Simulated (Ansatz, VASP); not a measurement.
**NiClO: VASP beside Ansatz**

Aim: how closely do two programs agree when they are given the same cell, functional and k mesh? The cell is taken from a series of runs on this material, whose earlier steps may have relaxed, scaled, displaced or heated it; both programs get it as it stands.

Main program and level: Ansatz 0.2.0; plane waves, with VASP 6.6.1 beside it; single point at PBE, DFT+U.

## (1) Set-up

The structure is orthorhombic, space group Pmmn (No. 59). The conventional cell has a = 3.034 Å, b = 3.678 Å, c = 7.564 Å, α = 90.00°, β = 90.00°, γ = 90.00°. Nearest to Ni lie 4 O at 1.88 to 1.93 Å and 2 Cl at 2.21 Å. Nearest to Cl lie 2 Ni at 2.21 Å. O has 4 Ni at 1.88 to 1.93 Å nearest. As first built, before any earlier steps moved the atoms (in the runner's words): invented: CrClO (Pmmn) with Ni for Cr. Farther neighbours and most contacts between anions are not listed.

## (2) Ansatz: single point, PBE, DFT+U, pair 1

Ansatz runs on its PAW soft_1 files.

A single point gives forces, pressure and levels at one fixed geometry, so differences don't come from the geometry; what else differs is listed under the comparison.

The input, input.yaml:

```yaml
crystal:
  lattice:
    - [3.03431, 0.0, 0.0]
    - [0.0, 3.677763, 0.0]
    - [0.0, 0.0, 7.564156]
  atoms:
    - { symbol: Ni, position: [0.0, 0.0, 0.10604032], spin: 1.5555 }
    - { symbol: Ni, position: [0.5, 0.5, 0.89395968], spin: 1.5555 }
    - { symbol: Cl, position: [0.0, 0.5, 0.68142194] }
    - { symbol: Cl, position: [0.5, 0.0, 0.31857806] }
    - { symbol: O, position: [0.5, 0.0, 0.9478179] }
    - { symbol: O, position: [0.0, 0.5, 0.0521821] }
magnetization:
  spin_polarized: true
  initial_magnetization: 3.111
  spin_locking: { lock_magnetization: hard }
kpoints:
  mp_grid: { grid: [13, 11, 5] }
hamiltonian:
  xc: pbe
  hubbard:
    projectors: ortho-atomic
    sites: [{ species: Ni, l: d, u_eff: 3.0 }]
  pseudopotentials: { kind: paw, azcp: { folder: soft_1 } }
scf:
  occupations: { method: fermi_dirac, width: 0.02 }
  max_iter: 120
  convergence: { dr2_threshold: 1.0e-08 }
basis:
  ecutwfc: 420.0
```

Run with:

```
$ ansatz run input.yaml --threads 1 --pin off --max-ram 2560MiB --backend cpu --events-out ev --progress --plain --runs-dir out
```

Numbers of over 12 decimals in the logs are rounded to 6 here.

The log of the run:

```text
Engine: ansatz 0.2.0, aarch64-unknown-linux-gnu
Pseudopotentials: kind: paw
Pseudopotential: Ni, paw, valence charge 18, recommended cutoff 420 eV (normal), soft_1/Ni.paw.azcp
Pseudopotential: Cl, paw, valence charge 7, recommended cutoff 420 eV (normal), soft_1/Cl.paw.azcp
Pseudopotential: O, paw, valence charge 6, recommended cutoff 420 eV (normal), soft_1/O.paw.azcp
Functional definition: PBE
  parameter kappa = 0.804
  parameter beta = 0.066725
  exchange = pbe_x(kappa = kappa, mu = beta*pi^2/3)
  correlation = pbe_c(beta = beta)
Crystal: 6 atoms, lattice volume = 84.412 Å³
Basis set: ecut = 420 eV, 1627 PW (Γ)
Bands: 40, of which v1, the nominal top of the filled ones, is band 31 counted from 1 (30 counted from 0)
Symmetry: 8 space group operations
Space group: Pmmn (ITA 59), of the structure as read, at distance tolerance 4.4e-5 Å
Magnetic group: BNS 59.405 (UNI 503), of the structure as read, at distance tolerance 4.4e-5 Å
k-points: 126 of 715
Non-local potential: Ni, projectors of the file, l = 0: 3, l = 1: 2, l = 2: 3, l = 3: 1
Non-local potential: Cl, projectors of the file, l = 0: 2, l = 1: 2, l = 2: 1
Non-local potential: O, projectors of the file, l = 0: 2, l = 1: 2, l = 2: 1
PAW form: soft (Blöchl's): semilocal exchange-correlation on the pseudo side does not see the compensation charge
PAW one-centre angular grid: Ni, 590 points (default); XC on 64 Gauss nodes
PAW one-centre angular grid: Cl, 110 points (default); XC on 64 Gauss nodes
PAW one-centre angular grid: O, 110 points (default); XC on 64 Gauss nodes
Initial density: superposition of atomic densities (chi_scale 0.1, normalization cell, long waves kept (reshape's long-wave potential 0.20 eV rms))
Starting moments: Σ|m| = 3.111 μB on 2 of 6 sites
Initial wavefunctions: pseudopotential atomic-orbital guess
Functional: x = pbe(κ = 0.804, μ = 0.219515), c = pbe(β = 0.066725)
SCF iter   1: F=—  HF=-14975.161799 eV  |F-HF|=—  |Δ(HF+E_count)|=         —  Δρ=2.25e-1 (↑6.51e-2 ↓2.25e-1)  dr2=7.69e1  dr2_m=5.27e0  M=3.111 μB ∫|m|=3.114 μB  β_m=0.30  ethr=3.10e-3  ⟨swp⟩=7.2  Hψ=43074  notcnv=0
preconditioner: auto → Kerker (q_TF=auto, 2.592 Å⁻¹)  [metal: Δε(μ)=0.002 eV  Ē_g=12.442 eV  σ=0.020 eV  W_gap=0.03  n_scr=22 (ndim 8)  ℏωp=27.4 eV  f_vac=0.118  D(μ)=6.80/eV (n_scr^D=78)]
spin=Collinear: Kerker preconditioning applied to the charge; magnetization (m = ρ↑ − ρ↓) channel mixes plain (no charge-response kernel on spin).
SCF iter   2: F=—  HF=-14968.684346 eV  |F-HF|=—  |Δ(HF+E_count)|=    6.48e0  Δρ=5.81e-2 (↑4.67e-2 ↓5.81e-2)  dr2=3.43e0  dr2_m=1.33e-1  M=3.111 μB ∫|m|=3.117 μB  β_m=0.28  ethr=3.10e-3  ⟨swp⟩=3.8  Hψ=25747  notcnv=0  defer=757
SCF iter   3: F=—  HF=-14968.292673 eV  |F-HF|=—  |Δ(HF+E_count)|=   3.92e-1  Δρ=2.92e-2 (↑1.88e-2 ↓2.92e-2)  dr2=2.46e0  dr2_m=1.19e-1  M=3.111 μB ∫|m|=3.121 μB  β_m=0.53  ethr=3.10e-3  ⟨swp⟩=3.0  Hψ=20436  notcnv=0  defer=967
SCF iter   4: F=—  HF=-14968.774238 eV  |F-HF|=—  |Δ(HF+E_count)|=   4.82e-1  Δρ=3.31e-2 (↑1.58e-2 ↓3.31e-2)  dr2=1.28e0  dr2_m=7.15e-2  M=3.111 μB ∫|m|=3.156 μB  β_m=0.67  ethr=3.10e-3  ⟨swp⟩=3.4  Hψ=17214  notcnv=0  defer=964
SCF iter   5: F=—  HF=-14968.794931 eV  |F-HF|=—  |Δ(HF+E_count)|=   2.07e-2  Δρ=1.84e-2 (↑9.39e-3 ↓1.84e-2)  dr2=4.16e-1  dr2_m=3.86e-2  M=3.111 μB ∫|m|=3.156 μB  β_m=0.63  ethr=2.06e-3  ⟨swp⟩=2.5  Hψ=16129  notcnv=0  defer=964
SCF iter   6: F=—  HF=-14968.742106 eV  |F-HF|=—  |Δ(HF+E_count)|=   5.28e-2  Δρ=5.27e-3 (↑2.63e-3 ↓5.27e-3)  dr2=4.84e-2  dr2_m=7.75e-3  M=3.111 μB ∫|m|=3.162 μB  β_m=0.71  ethr=6.72e-4  ⟨swp⟩=2.6  Hψ=15915  notcnv=0  defer=984
SCF iter   7: F=—  HF=-14968.746770 eV  |F-HF|=—  |Δ(HF+E_count)|=   4.66e-3  Δρ=4.07e-3 (↑3.79e-3 ↓4.07e-3)  dr2=5.82e-2  dr2_m=2.89e-4  M=3.111 μB ∫|m|=3.166 μB  β_m=0.85  ethr=7.80e-5  ⟨swp⟩=2.2  Hψ=15290  notcnv=0  defer=984
SCF iter   8: F=—  HF=-14968.745691 eV  |F-HF|=—  |Δ(HF+E_count)|=   1.08e-3  Δρ=1.39e-3 (↑5.15e-4 ↓1.39e-3)  dr2=7.08e-3  dr2_m=2.38e-4  M=3.111 μB ∫|m|=3.170 μB  β_m=0.85  ethr=7.80e-5  ⟨swp⟩=2.0  Hψ=10575  notcnv=0  defer=984
SCF iter   9: F=—  HF=-14968.745789 eV  |F-HF|=—  |Δ(HF+E_count)|=   9.74e-5  Δρ=7.44e-4 (↑5.80e-4 ↓7.44e-4)  dr2=1.23e-3  dr2_m=1.92e-4  M=3.111 μB ∫|m|=3.169 μB  β_m=0.92  ethr=1.14e-5  ⟨swp⟩=2.0  Hψ=10523  notcnv=0  defer=984
SCF iter  10: F=—  HF=-14968.746100 eV  |F-HF|=—  |Δ(HF+E_count)|=   3.11e-4  Δρ=5.62e-4 (↑1.26e-4 ↓5.62e-4)  dr2=3.32e-4  dr2_m=4.17e-5  M=3.111 μB ∫|m|=3.167 μB  β_m=0.96  ethr=1.99e-6  ⟨swp⟩=2.6  Hψ=14521  notcnv=0  defer=984
SCF iter  11: F=—  HF=-14968.746104 eV  |F-HF|=—  |Δ(HF+E_count)|=   3.49e-6  Δρ=2.05e-4 (↑1.16e-4 ↓2.05e-4)  dr2=6.56e-5  dr2_m=2.01e-6  M=3.111 μB ∫|m|=3.167 μB  β_m=0.87  ethr=5.36e-7  ⟨swp⟩=1.1  Hψ=9605  notcnv=0  defer=984
SCF iter  12: F=—  HF=-14968.746097 eV  |F-HF|=—  |Δ(HF+E_count)|=   6.67e-6  Δρ=7.19e-5 (↑4.96e-5 ↓7.19e-5)  dr2=8.78e-6  dr2_m=2.81e-7  M=3.111 μB ∫|m|=3.167 μB  β_m=0.80  ethr=1.06e-7  ⟨swp⟩=2.4  Hψ=14732  notcnv=0  defer=984
SCF iter  13: F=—  HF=-14968.746097 eV  |F-HF|=—  |Δ(HF+E_count)|=   2.62e-7  Δρ=1.17e-5 (↑7.36e-6 ↓1.17e-5)  dr2=3.95e-7  dr2_m=2.77e-8  M=3.111 μB ∫|m|=3.167 μB  β_m=0.90  ethr=1.42e-8  ⟨swp⟩=2.4  Hψ=13407  notcnv=0  defer=984
SCF iter  14: F=—  HF=-14968.746097 eV  |F-HF|=—  |Δ(HF+E_count)|=   2.17e-7  Δρ=4.72e-6 (↑3.23e-6 ↓4.72e-6)  dr2=5.84e-8  dr2_m=1.04e-9  M=3.111 μB ∫|m|=3.167 μB  β_m=0.95  ethr=6.37e-10  ⟨swp⟩=2.0  Hψ=13091  notcnv=0  defer=984
SCF iter  15: F=—  HF=-14968.746097 eV  |F-HF|=—  |Δ(HF+E_count)|=   1.54e-8  Δρ=1.72e-6 (↑1.72e-6 ↓1.64e-6)  dr2=1.43e-8  dr2_m=8.58e-11  M=3.111 μB ∫|m|=3.167 μB  β_m=0.97  ethr=9.42e-11  ⟨swp⟩=2.3  Hψ=14549  notcnv=0  defer=984
SCF iter  16: F=-14968.746097 eV  HF=-14968.746097 eV  |F-HF|=5.03e-9  |Δ(HF+E_count)|=   4.25e-9  Δρ=1.50e-6 (↑8.09e-7 ↓1.50e-6)  dr2=6.48e-9  dr2_m=2.11e-10  M=3.111 μB ∫|m|=3.167 μB  ethr=1.61e-11  ⟨swp⟩=2.7  Hψ=20041  notcnv=0
SCF 1 converged in 16 iterations: F = -14968.746097 eV  dr2 = 6.48e-9
  greatest PAW one-centre occupation: 1.001 electrons in one spin orbital (limit 2), on the Ni atom at site 1 (counted from 0), in its partial waves of l = 1
SCF converged after 16 iterations
Stability checked in part: among states of this total moment the steps that led to this state did not find it unstable. No probe was made; neither looks for a lower state of another moment (fixed_total_moment; see scf.lower_state_search)
Magnetization: 3.1110 μB (32.5555 up, 29.4445 down)
Absolute magnetization: 3.1652 μB (∫|ρ↑−ρ↓|, with the PAW one-centre terms)
Spin contamination: 0.1209 ħ² per cell (⟨S²⟩ above its minimum at these occupations)
Per-site moments (μB) at R_I (Å): [(1.160979, 0.776931), (1.160979, 0.776931), (0.151411, 0.911836), (0.151411, 0.911836), (0.118922, 0.776931), (0.118922, 0.776931)]
Free energy (F): -14968.746097 eV
Harris-Foulkes:  -14968.746097 eV  (|F-HF|=5.03e-9)
Internal energy: -14968.739391 eV  (E = F + TS)
E sigma→0 (E₀):  -14968.742744 eV
Entropy (-TS):   -0.006706 eV (-1.118 meV/atom)
Fermi energy:    6.950974 (↑ 7.488665, ↓ 6.413284) eV
--- Per-component energies (eV) ---
  E_band       = -1004.298545
  E_kinetic    = 1315.131350
  E_local      = -14270.849219  (includes V_loc(G=0)·N_el)
  E_nonlocal   = -64.098577
  E_hartree    = 7007.036169
  E_xc         = -582.602517
  E_vxc        = -705.436783  (∫ρ·V_xc dr)
  E_hubbard    = 2.370098  (on-site DFT+U / exact-exchange correction)
  E_vhub       = -20.492470  (the Hubbard potential's part of the band-sum identity)
  E_paw        = -4948.689896  (= ΣΔE_a)
  E_vpaw       = -1272.620204  (= ΣTr[D̂ρ^β])
  E_aug_tail   = 0.003375  (compensation charges beyond the density's cutoff)
  E_ewald      = -3427.040173
  E_smearing   = -0.006706  (= −TS)
  E_closure    = -0.000000  (closes the sum)
  Σ components = -14968.746097   (vs F -14968.746097, Δ=0.00e0)
Occupation matrices written to <dir>
```

In the SCF lines HF is the Harris–Foulkes energy and dr2 the Hartree energy of the density residual, in eV; the loop may stop once dr2 is under the threshold and the program's other checks hold. Hψ counts applications of the Hamiltonian.

## (3) VASP: single point, PBE, DFT+U, pair 1

The same cell, functional, mesh and smearing now go to VASP, with its own data sets.

Lines of VASP's logs that name or quote its potential files are left out, and so is its time.

The input, INCAR:

```
SYSTEM = NiClO
PREC = Accurate
ENCUT = 520
EDIFF = 1E-06
NELM = 200
ISMEAR = -1
SIGMA = 0.02
LREAL = .FALSE.
ALGO = Normal
GGA = PE
NBANDS = 34
ISPIN = 2
MAGMOM = 1.16 1.16 0.15 0.15 0.12 0.12
LDAU = .TRUE.
LDAUTYPE = 2
LDAUL = 2 -1 -1
LDAUU = 3 0 0
LDAUJ = 0 0 0
LDAUPRINT = 1
LASPH = .TRUE.
LMAXMIX = 4
LORBIT = 11
LWAVE = .FALSE.
LCHARG = .FALSE.
ISIF = 2
NUPDOWN = 3.111
GGA_COMPAT = .FALSE.
KPAR = 2
```

The input, POSCAR:

```
NiClO
1.0
    3.0343100000      0.0000000000      0.0000000000
    0.0000000000      3.6777630000      0.0000000000
    0.0000000000      0.0000000000      7.5641560000
Ni Cl O
2 2 2
Direct
    0.0000000000      0.0000000000      0.1060403200
    0.5000000000      0.5000000000      0.8939596800
    0.0000000000      0.5000000000      0.6814219400
    0.5000000000      0.0000000000      0.3185780600
    0.5000000000      0.0000000000      0.9478179000
    0.0000000000      0.5000000000      0.0521821000
```

The input, KPOINTS:

```
Automatic mesh
0
Gamma
13 11 5
0 0 0
```

PAW data sets: Ni, Cl and O (PBE family, release 64).

Run with:

```
$ mpirun -np 2 vasp_std
```

The log of the run:

```text
[banner, memory and clock lines left out]
running    2 mpi-ranks, on    1 nodes
 distrk:  each k-point on    1 cores,    2 groups
 distr:  one band on    1 cores,    1 groups

 POSCAR found type information on POSCAR NiClO
 POSCAR found :  3 types and       6 ions
 LDA part: xc-table for (Slater+PW92), standard interpolation
 POSCAR, INCAR and KPOINTS ok, starting setup
 FFT: planning ... GRIDC
 FFT: planning ... GRID_SOFT
 FFT: planning ... GRID
 WAVECAR not read
 entering main loop
       N       E                     dE             d eps       ncg     rms          rms(c)
DAV:   1     0.454960865698E+03    0.45496E+03   -0.20856E+04 17136   0.151E+03
DAV:   2     0.279349436579E+02   -0.42703E+03   -0.39255E+03 18514   0.372E+02
DAV:   3    -0.288486673830E+02   -0.56784E+02   -0.55103E+02 19304   0.152E+02
DAV:   4    -0.305296558139E+02   -0.16810E+01   -0.16710E+01 21382   0.272E+01
DAV:   5    -0.305659391838E+02   -0.36283E-01   -0.36253E-01 21072   0.413E+00    0.323E+01
DAV:   6    -0.307341991732E+02   -0.16826E+00   -0.52672E+01 23780   0.135E+02    0.409E+01
DAV:   7    -0.241356924046E+02    0.65985E+01   -0.21983E+01 21426   0.933E+01    0.124E+01
DAV:   8    -0.246774188530E+02   -0.54173E+00   -0.43972E+00 21888   0.137E+01    0.863E+00
DAV:   9    -0.246259895826E+02    0.51429E-01   -0.27507E-01 28234   0.100E+01    0.212E+00
DAV:  10    -0.246486622974E+02   -0.22673E-01   -0.12853E-01 23114   0.316E+00    0.107E+00
DAV:  11    -0.246493662196E+02   -0.70392E-03   -0.24659E-02 23074   0.258E+00    0.415E-01
DAV:  12    -0.246497070682E+02   -0.34085E-03   -0.45717E-03 21764   0.706E-01    0.175E-01
DAV:  13    -0.246500328405E+02   -0.32577E-03   -0.11867E-03 23854   0.339E-01    0.954E-02
DAV:  14    -0.246501039376E+02   -0.71097E-04   -0.32958E-04 24440   0.163E-01    0.429E-02
DAV:  15    -0.246501249825E+02   -0.21045E-04   -0.70038E-05 20162   0.676E-02    0.240E-02
DAV:  16    -0.246501312737E+02   -0.62912E-05   -0.12930E-05 22342   0.392E-02    0.116E-02
DAV:  17    -0.246501322829E+02   -0.10092E-05   -0.30773E-06 16594   0.308E-02    0.565E-03
DAV:  18    -0.246501322673E+02    0.15649E-07   -0.12038E-06 12174   0.953E-03
   1 F= -.24650132E+02 E0= -.24646792E+02  d E =-.668054E-02  mag=     3.1110
```

Parts of OUTCAR (step 3):

```text
ion  position               nearest neighbor table
   1  0.000  0.000  0.106-   6 1.88   6 1.88   5 1.93   5 1.93   4 2.21   4 2.21   2 2.87   2 2.87
                             2 2.87   2 2.87
   2  0.500  0.500  0.894-   5 1.88   5 1.88   6 1.93   6 1.93   3 2.21   3 2.21   1 2.87   1 2.87
                             1 2.87   1 2.87
   3  0.000  0.500  0.681-   2 2.21   2 2.21
   4  0.500  0.000  0.319-   1 2.21   1 2.21
   5  0.500  0.000  0.948-   2 1.88   2 1.88   1 1.93   1 1.93
   6  0.000  0.500  0.052-   1 1.88   1 1.88   2 1.93   2 1.93

  LATTYP: Found a simple orthorhombic cell.
 ALAT       =     3.0343100000
 B/A-ratio  =     1.2120590843
 C/A-ratio  =     2.4928751512

 Subroutine GETGRP returns: Found  8 space group operations
 (whereof  4 operations were pure point group operations)

The static configuration has the point symmetry C_2v.
 The point group associated with its full space group is D_2h.

 Found    126 irreducible k-points:

   k-points           NKPTS =    126   k-points in BZ     NKDIM =    126   number of bands    NBANDS=     34

   dimension x,y,z NGX =    24 NGY =   28 NGZ =   56
   dimension x,y,z NGXF=    48 NGYF=   56 NGZF=  112

   ENCUT  =  520.0 eV  38.22 Ry    6.18 a.u.   5.64  6.84 14.06*2*pi/ulx,y,z

   NELECT =      46.0000    total number of electrons

 k-points in reciprocal lattice and weights: Automatic mesh
   0.00000000  0.00000000  0.00000000       0.001
   0.07692308  0.00000000  0.00000000       0.003
   0.15384615  0.00000000  0.00000000       0.003
   0.23076923  0.00000000  0.00000000       0.003
   0.30769231  0.00000000  0.00000000       0.003
   0.38461538  0.00000000  0.00000000       0.003
   0.46153846  0.00000000  0.00000000       0.003
   0.00000000  0.09090909  0.00000000       0.003
   0.07692308  0.09090909  0.00000000       0.006
[...]
o =  0.9746  v =  0.0000  1.0000  0.0000  0.0000  0.0000  0.0000  0.0000  0.0000  0.0000  0.0000      0.0000  0.0000  0.0000  0.0000  0.0000  0.0000  0.0000  0.0000  0.0000  0.0000
  o =  0.9764  v =  1.0000  0.0000  0.0000  0.0000  0.0000  0.0000  0.0000  0.0000  0.0000  0.0000      0.0000  0.0000  0.0000  0.0000  0.0000  0.0000  0.0000  0.0000  0.0000  0.0000

 average (electrostatic) potential at core
       1 -88.0329       2 -88.0329       3 -91.5048       4 -91.5048       5 -71.8561
       6 -71.8561

 E-fermi :   2.9283

 spin component 1
 k-point     1 :       0.0000    0.0000    0.0000
  band No.  band energies     occupation
    ...
     20       2.4551      1.00000
     21       2.6241      1.00000
     22       2.7232      1.00000
     23       2.8148      1.00000
     24       3.0850      1.00000
     25       4.0012      0.00304
     26       4.0703      0.00010
     27      10.0458      0.00000
     28      11.2773      0.00000
     29      12.6700      0.00000
    ...

 k-point     2 :       0.0769    0.0000    0.0000
  band No.  band energies     occupation
    ...
     21       2.6134      1.00000
     22       2.7316      1.00000
     23       2.8757      1.00000
     24       3.0119      1.00000
     25       3.8515      0.84436
     26       3.8958      0.37223
     27      10.2461      0.00000
     28      11.3861      0.00000
     29      13.0287      0.00000
     30      13.6518      0.00000
    ...

 k-point     3 :       0.1538    0.0000    0.0000
  band No.  band energies     occupation
    ...
     22       2.7506      1.00000
     23       2.7817      1.00000
     24       2.8298      1.00000
     25       3.5515      1.00000
     26       3.6416      0.99999
     27      10.7433      0.00000
     28      11.6751      0.00000
     29      13.5426      0.00000
     30      13.8832      0.00000
     31      14.6231      0.00000
    ...

 k-point     4 :       0.2308    0.0000    0.0000
  band No.  band energies     occupation
    ...
     22       2.4644      1.00000
     23       2.5294      1.00000
     24       2.7642      1.00000
     25       3.2820      1.00000
     26       3.6704      0.99998
     27      11.3664      0.00000
     28      12.0964      0.00000
     29      13.1591      0.00000
     30      13.5962      0.00000
     31      15.1593      0.00000
    ...

 k-point     5 :       0.3077    0.0000    0.0000
  band No.  band energies     occupation
    ...
     22       2.2271      1.00000
     23       2.4691      1.00000
     24       2.7517      1.00000
     25       3.1019      1.00000
     26       3.7605      0.99806
     27      11.8949      0.00000
     28      12.3981      0.00000
     29      12.7478      0.00000
     30      12.9440      0.00000
     31      15.3523      0.00000
    ...

 k-point     6 :       0.3846    0.0000    0.0000
  band No.  band energies     occupation
    ...
     22       2.1210      1.00000
     23       2.4367      1.00000
     24       2.6959      1.00000
     25       3.1230      1.00000
     26       3.7572      0.99836
     27      11.7609      0.00000
     28      11.8662      0.00000
     29      13.1063      0.00000
     30      13.4598      0.00000
     31      14.9077      0.00000
    ...

  Total        8.4638184      5.5948616      6.9231960      0.0000000      0.0000000      0.0000000
  in kB      160.6470501    106.1929695    131.4053489      0.0000000      0.0000000      0.0000000
  external PRESSURE =     132.7484562 kB  Pullay stress =       0.0000000 kB

  energy-cutoff  :      520.00
  volume of cell :       84.41
      direct lattice vectors                 reciprocal lattice vectors
     3.034310000  0.000000000  0.000000000     0.329564217  0.000000000  0.000000000
     0.000000000  3.677763000  0.000000000     0.000000000  0.271904416  0.000000000
     0.000000000  0.000000000  7.564156000     0.000000000  0.000000000  0.132202456

 POSITION                                       TOTAL-FORCE (eV/Angst)
 -----------------------------------------------------------------------------------
      0.00000      0.00000      0.80211         0.000000      0.000000      0.522274
      1.51716      1.83888      6.76205         0.000000      0.000000     -0.522274
      0.00000      1.83888      5.15438         0.000000      0.000000     -0.940070
      1.51716      0.00000      2.40977         0.000000      0.000000      0.940070
      1.51716      0.00000      7.16944         0.000000      0.000000     -0.670177
      0.00000      1.83888      0.39471         0.000000      0.000000      0.670177
 -----------------------------------------------------------------------------------
    total drift:                                0.000000      0.000000     -0.000000

  FREE ENERGIE OF THE ION-ELECTRON SYSTEM (eV)
  ---------------------------------------------------
  free  energy   TOTEN  =       -24.6501322673 eV

  energy  without entropy=      -24.6434517281  energy(sigma->0) =      -24.64679200

 total charge
# of ion       s       p       d       tot
------------------------------------------
    1        0.448   0.660   8.309   9.417
    2        0.448   0.660   8.309   9.417
    3        1.614   3.489   0.000   5.103
    4        1.614   3.489   0.000   5.103
    5        1.578   3.423   0.000   5.002
    6        1.578   3.423   0.000   5.002
--------------------------------------------------
tot          7.279  15.146  16.619  39.044

 magnetization (x)
# of ion       s       p       d       tot
------------------------------------------
    1        0.002   0.011   1.197   1.211
    2        0.002   0.011   1.197   1.211
    3        0.008   0.147   0.000   0.155
    4        0.008   0.147   0.000   0.155
    5        0.021   0.094   0.000   0.115
    6        0.021   0.094   0.000   0.115
--------------------------------------------------
tot          0.062   0.504   2.394   2.961

[... 6 further parts left out ...]
```

The magnetic state follows from one typed start and may not be the lowest.

[end of part 1 of 2]

[Lines on the potential files, build, host, timing and source positions are cut from VASP's logs without a mark.]

[Logs are printed without paths, hosts, clocks, repeated set-up lines and the standing remarks that a program may print on its own settings, such as how far it seeks lower states.]

[Hosts, paths, dates, database ids (printed as entryN), source tags and the programs' standing remarks are cut or masked in the printed files.]
